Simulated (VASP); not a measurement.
Input for VASP

### KPOINTS
```
Automatic
0
gamma
9 9 9
0 0 0
```

INCAR:
```
EDIFF = 1E-7
LWAVE = F
GGA = RP
SYSTEM = InSb
LCHARG = F
LMAXMIX = 4
PREC = Accurate
LREAL = F
NELM = 100   # most electronic steps
ISMEAR = 1
ENCUT = 520   # plane-wave cut-off (eV)
ISIF = 2   # forces and stress, cell fixed
SIGMA = 0.1   # width (eV)
LASPH = T
ALGO = Normal
```

POSCAR:
```
InSb
1.0
  0.0000000000   3.3250261063   3.3250261063
  3.3250261063   0.0000000000   3.3250261063
  3.3250261063   3.3250261063   0.0000000000
In Sb
1 1
Direct
  0.0000000000   0.0000000000   0.0000000000
  0.2500000000   0.2500000000   0.2500000000
```

POTCAR, in this order: In_d Sb (PBE.64 set). Program: vasp_std.

Problem. Write an equivalent input for Quantum ESPRESSO's pw.x.

Solution. One equivalent input (not run):
```
&CONTROL
  calculation = 'scf'
  pseudo_dir = './pseudo'
  outdir = './out'
  tprnfor = .true.
  tstress = .true.
/
&SYSTEM
  ibrav = 0
  nat = 2
  ntyp = 2
  ecutwfc = 80
  occupations = 'smearing'
  smearing = 'methfessel-paxton'
  degauss = 0.00735
  input_dft = 'rpbe'
/
&ELECTRONS
  conv_thr = 7.3e-09
  electron_maxstep = 100
/
ATOMIC_SPECIES
  In 114.818 In.upf
  Sb 121.760 Sb.upf
CELL_PARAMETERS angstrom
     0.0000000    3.3250261    3.3250261
     3.3250261    0.0000000    3.3250261
     3.3250261    3.3250261    0.0000000
ATOMIC_POSITIONS crystal
  In   0.0000000  0.0000000  0.0000000
  Sb   0.2500000  0.2500000  0.2500000
K_POINTS automatic
  9 9 9 0 0 0
```
Limits of the translation: the potentials are each code's own (VASP's PAW set, PseudoDojo norm-conserving files in pw.x), so ENCUT and ecutwfc are chosen apart and not converted; conv_thr bounds pw.x's estimated SCF error, while EDIFF bounds the energy change between steps.

The compound is InSb in the zinc blende structure. This cell is one point of a volume scan, at 0.97 of the reference volume.
